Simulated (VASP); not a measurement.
All values below come from PBE GGA, VASP's PBE PAW potentials (set 64) (plane waves; VASP 6.6.1).

A VASP calculation is set up with these files.

### KPOINTS
```
Automatic mesh
0
Gamma
16 16 16
0 0 0
```

**INCAR**
```
GGA  =  PE   ! PBE
ENCUT  =  520   ! plane-wave cut-off (eV)
LMAXMIX  =  6
LWAVE  =  .False.
SIGMA  =  0.1   ! width (eV)
ISIF  =  2
LREAL  =  .False.   ! projection in real space or not
LCHARG  =  .False.
ISMEAR  =  1   ! Methfessel-Paxton
EDIFF  =  1E-7   ! SCF stop (eV)
SYSTEM  =  Pt
LASPH  =  .True.
NELM  =  100
PREC  =  Accurate
ALGO  =  Normal   ! blocked Davidson
```

File POSCAR:
```
Pt
1
    0.0000000000     1.9426721722     1.9426721722
    1.9426721722     0.0000000000     1.9426721722
    1.9426721722     1.9426721722     0.0000000000
Pt
1
Direct
  0.0000000000   0.0000000000   0.0000000000
```

POTCAR, in this order: Pt (PBE.64 set). Program: vasp_std.

The run wrote:

File OUTCAR:
```
 ion  position               nearest neighbor table
   1  0.000  0.000  0.000-
  LATTYP: Found a face centered cubic cell.
 ALAT       =     3.8853443444
 Subroutine PRICEL returns:
 Original cell was already a primitive cell.
 Subroutine GETGRP returns: Found 48 space group operations
The static configuration has the point symmetry O_h .
The dynamic configuration has the point symmetry O_h .
 Subroutine INISYM returns: Found 48 space group operations
 Subroutine IBZKPT returns following result:
 Found    145 irreducible k-points:

 Following reciprocal coordinates:
            Coordinates               Weight
  0.000000  0.000000  0.000000      1.000000
  0.062500  0.000000  0.000000      8.000000
  0.125000  0.000000  0.000000      8.000000
  0.187500  0.000000  0.000000      8.000000
  0.250000  0.000000  0.000000      8.000000
  0.312500  0.000000  0.000000      8.000000
  0.375000  0.000000  0.000000      8.000000
  0.437500  0.000000  0.000000      8.000000
  0.500000  0.000000  0.000000      4.000000
  0.062500  0.062500  0.000000      6.000000
  0.125000  0.062500  0.000000     24.000000
  0.187500  0.062500  0.000000     24.000000
  0.250000  0.062500  0.000000     24.000000
  0.312500  0.062500  0.000000     24.000000
  0.375000  0.062500  0.000000     24.000000
  0.437500  0.062500  0.000000     24.000000
  0.500000  0.062500  0.000000     24.000000
 -0.437500  0.062500  0.000000     24.000000
 -0.375000  0.062500  0.000000     24.000000
 -0.312500  0.062500  0.000000     24.000000
 -0.250000  0.062500  0.000000     24.000000
 -0.187500  0.062500  0.000000     24.000000
 -0.125000  0.062500  0.000000     24.000000
 -0.062500  0.062500  0.000000     12.000000
  0.125000  0.125000  0.000000      6.000000
  0.187500  0.125000  0.000000     24.000000
  0.250000  0.125000  0.000000     24.000000
  0.312500  0.125000  0.000000     24.000000
  0.375000  0.125000  0.000000     24.000000
  0.437500  0.125000  0.000000     24.000000
  0.500000  0.125000  0.000000     24.000000
 -0.437500  0.125000  0.000000     24.000000
 -0.375000  0.125000  0.000000     24.000000
 -0.312500  0.125000  0.000000     24.000000
 -0.250000  0.125000  0.000000     24.000000
 -0.187500  0.125000  0.000000     24.000000
 -0.125000  0.125000  0.000000     12.000000
  0.187500  0.187500  0.000000      6.000000
  0.250000  0.187500  0.000000     24.000000
  0.312500  0.187500  0.000000     24.000000
   k-points           NKPTS =    145   k-points in BZ     NKDIM =    145   number of bands    NBANDS=      9
   number of dos      NEDOS =    301   number of ions     NIONS =      1
   total plane-waves  NPLWV =   8000
   dimension x,y,z NGX =    20 NGY =   20 NGZ =   20
   dimension x,y,z NGXF=    40 NGYF=   40 NGZF=   40
   ions per type =               1
   PREC   = accura    normal or accurate (medium, high low for compatibility)
   ISTART =      0    job   : 0-new  1-cont  2-samecut
   ICHARG =      2    charge: 1-file 2-atom 10-const
   ISPIN  =      1    spin polarized calculation?
   LNONCOLLINEAR =      F non collinear calculations
   LSORBIT =      F    spin-orbit coupling
   INIWAV =      1    electr: 0-lowe 1-rand  2-diag
   ENCUT  =  520.0 eV  38.22 Ry    6.18 a.u.   5.11  5.11  5.11*2*pi/ulx,y,z
   NELM   =    100;   NELMIN=  2; NELMDL= -5     # of ELM steps
   EDIFF  = 0.1E-06   stopping-criterion for ELM
   LREAL  =      F    real-space projection
   NLSPLINE    = F    spline interpolate recip. space projectors
   LMAXMIX     =    6 max onsite mixed and CHGCAR
   VOSKOWN=      0    Vosko Wilk Nusair interpolation
...
```

File OSZICAR:
```
       N       E                     dE             d eps       ncg     rms          rms(c)
DAV:   1     0.363937504315E+02    0.36394E+02   -0.55605E+03  2778   0.104E+03
DAV:   2    -0.602501241628E+01   -0.42419E+02   -0.40625E+02  2758   0.187E+02
DAV:   3    -0.641794156055E+01   -0.39293E+00   -0.38569E+00  3038   0.185E+01
DAV:   4    -0.641926309654E+01   -0.13215E-02   -0.13215E-02  3053   0.115E+00
DAV:   5    -0.641927135744E+01   -0.82609E-05   -0.82617E-05  2973   0.795E-02    0.141E+01
DAV:   6    -0.609258799400E+01    0.32668E+00   -0.79523E-01  2677   0.826E+00    0.746E+00
DAV:   7    -0.604830044152E+01    0.44288E-01   -0.17351E-01  2764   0.375E+00    0.253E+00
DAV:   8    -0.604452616506E+01    0.37743E-02   -0.69482E-03  2812   0.836E-01    0.498E-01
DAV:   9    -0.604437766546E+01    0.14850E-03   -0.10115E-04  2762   0.107E-01    0.140E-02
DAV:  10    -0.604438325113E+01   -0.55857E-05   -0.26425E-06  3133   0.139E-02    0.185E-03
DAV:  11    -0.604438328965E+01   -0.38516E-07   -0.41373E-08  2211   0.211E-03
   1 F= -.60443833E+01 E0= -.60441430E+01  d E =-.720877E-03
```

### OUTCAR
```
------------------------ aborting loop because EDIFF is reached ----------------------------------------
  FORCE on cell =-STRESS in cart. coord.  units (eV):
  Direction    XX          YY          ZZ          XY          YZ          ZX
  --------------------------------------------------------------------------------------
  Total        1.6843448      1.6843448      1.6843448     -0.0000000      0.0000000      0.0000000
  in kB      184.0403449    184.0403449    184.0403449     -0.0000000      0.0000000      0.0000000
  external PRESSURE =     184.0403449 kB  Pullay stress =       0.0000000 kB
  volume of cell :       14.66
      direct lattice vectors                 reciprocal lattice vectors
     0.000000000  1.942672172  1.942672172    -0.257377445  0.257377445  0.257377445
     1.942672172  0.000000000  1.942672172     0.257377445 -0.257377445  0.257377445
     1.942672172  1.942672172  0.000000000     0.257377445  0.257377445 -0.257377445
 POSITION                                       TOTAL-FORCE (eV/Angst)
 -----------------------------------------------------------------------------------
      0.00000      0.00000      0.00000        -0.000000      0.000000     -0.000000
 -----------------------------------------------------------------------------------
    total drift:                               -0.000000     -0.000000     -0.000000
  FREE ENERGIE OF THE ION-ELECTRON SYSTEM (eV)
  ---------------------------------------------------
  free  energy   TOTEN  =        -6.0443832896 eV

  energy  without entropy=       -6.0436624122  energy(sigma->0) =       -6.04414300
```
(Selected blocks of OUTCAR.)

OUTCAR:
```
 val. band max:       11.7812841633   @ k =  -0.4375   0.1250   0.0625

 cond. band min:      11.8161437832   @ k =  -0.4375   0.3125   0.0000


 Fermi energy:        11.7890482547

 k-point     1 :       0.0000    0.0000    0.0000
  band No.  band energies     occupation
      1       1.2774      2.00000
      2       7.8455      2.00000
      3       7.8455      2.00000
      4       7.8455      2.00000
      5      10.1031      2.00000
      6      10.1031      2.00000
      7      26.3692      0.00000
      8      31.4969      0.00000
      9      31.4969      0.00000

 k-point     2 :       0.0625    0.0000    0.0000
  band No.  band energies     occupation
      1       1.4392      2.00000
      2       7.7713      2.00000
      3       7.9107      2.00000
      4       7.9107      2.00000
      5      10.0657      2.00000
      6      10.0657      2.00000
      7      26.6268      0.00000
      8      30.6733      0.00000
      9      31.7508      0.00000

 k-point     3 :       0.1250    0.0000    0.0000
  band No.  band energies     occupation
      1       1.9050      2.00000
      2       7.5898      2.00000
      3       8.0739      2.00000
      4       8.0739      2.00000
      5       9.9950      2.00000
      6       9.9950      2.00000
      7      27.3109      0.00000
      8      29.0352      0.00000
      9      32.4842      0.00000

 k-point     4 :       0.1875    0.0000    0.0000
  band No.  band energies     occupation
      1       2.6033      2.00000
      2       7.4219      2.00000
      3       8.2263      2.00000
      4       8.2263      2.00000
      5      10.0190      2.00000
      6      10.0190      2.00000
      7      27.2180      0.00000
      8      28.0875      0.00000
      9      33.6048      0.00000

 k-point     5 :       0.2500    0.0000    0.0000
  band No.  band energies     occupation
      1       3.3672      2.00000
      2       7.4798      2.00000
      3       8.2331      2.00000
...
```

Unless said otherwise, spin-orbit coupling is left out, though it shifts the bands of the heavy elements here.

The compound is Pt in the fcc structure. This cell is one point of a volume scan, at 0.94 of the reference volume.
